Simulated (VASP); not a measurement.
VASP ran on this input.

### KPOINTS
```
Automatic mesh
0
Gamma
10 10 10
0 0 0
```

**POSCAR**
```
PdIn
1.0
  3.3063622438   0.0000000000   0.0000000000
  0.0000000000   3.3063622438   0.0000000000
  0.0000000000   0.0000000000   3.3063622438
In Pd
1 1
Cartesian
  1.6531811219   1.6531811219   1.6531811219
  0.0000000000   0.0000000000   0.0000000000
```

**INCAR**
```
SYSTEM = PdIn
PREC = Accurate
ENCUT = 480
EDIFF = 1E-7
NELM = 100
ALGO = Normal
LREAL = .FALSE.
LASPH = .TRUE.
ISMEAR = 1
SIGMA = 0.1
GGA = PE
LMAXMIX = 4
LWAVE = .FALSE.
LCHARG = .FALSE.
ISIF = 3
IBRION = 2
NSW = 40
EDIFFG = -0.01
PSTRESS = 10
```

POTCAR, in this order: In_d Pd (PBE.64 set). Program: vasp_std.

Translate this PBE calculation to Quantum ESPRESSO's pw.x.

One equivalent input (not run):
```
&CONTROL
  calculation = 'vc-relax'
  pseudo_dir = './pseudo'
  outdir = './out'
  tprnfor = .true.
  tstress = .true.
  nstep = 40
  forc_conv_thr = 0.00039
/
&SYSTEM
  ibrav = 0
  nat = 2
  ntyp = 2
  ecutwfc = 82
  occupations = 'smearing'
  smearing = 'methfessel-paxton'
  degauss = 0.00735
  input_dft = 'pbe'
/
&ELECTRONS
  conv_thr = 7.3e-09
  electron_maxstep = 100
/
&IONS
/
&CELL
  press = 10
/
ATOMIC_SPECIES
  In 114.818 In.upf
  Pd 106.420 Pd.upf
CELL_PARAMETERS angstrom
     3.3063622    0.0000000   -0.0000000
     0.0000000    3.3063622    0.0000000
    -0.0000000    0.0000000    3.3063622
ATOMIC_POSITIONS crystal
  In   0.5000000  0.5000000  0.5000000
  Pd   0.0000000  0.0000000  0.0000000
K_POINTS automatic
  10 10 10 0 0 0
```
Limits of the translation: the potentials are each code's own (VASP's PAW set, PseudoDojo norm-conserving files in pw.x), so ENCUT and ecutwfc are chosen apart and not converted; conv_thr bounds pw.x's estimated SCF error, while EDIFF bounds the energy change between steps; forc_conv_thr acts on force components and is met together with etot_conv_thr.

The compound is PdIn in the CsCl type structure. This run relaxes it under an external pressure of 1 GPa. Symmetry was kept, so distortions that lower it aren't found.
